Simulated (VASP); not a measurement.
```xyz
1
Lattice="-1.7732 1.7732 1.7732 1.7732 -1.7732 1.7732 1.7732 1.7732 -1.7732" Properties=species:S:1:pos:R:3 pbc="T T T"
Li     0.0000     0.0000     0.0000
```

Level of theory: vdW-DF-cx, VASP's PBE PAW potentials (set 64) (plane waves; VASP 6.6.1). Run with 520 eV cut-off, 15×15×15 Γ-centred mesh, first-order Methfessel-Paxton smearing of 0.10 eV, potentials Li_sv.

Question: Estimate the energy per atom (σ→0), band gap (on the k-mesh) with the smallest direct gap where there is one.

Answer: 
| Item | Value |
|---|---|
| band gap (on the k-mesh) | none (metal, semimetal or under 0.01 eV) |
| energy per atom (σ→0) | -1.006 eV/atom |

The absolute energy has meaning only against runs of the same code, potentials and settings.

The compound is Li in the bcc structure. This cell is one point of a volume scan, at 1.06 of the reference volume.
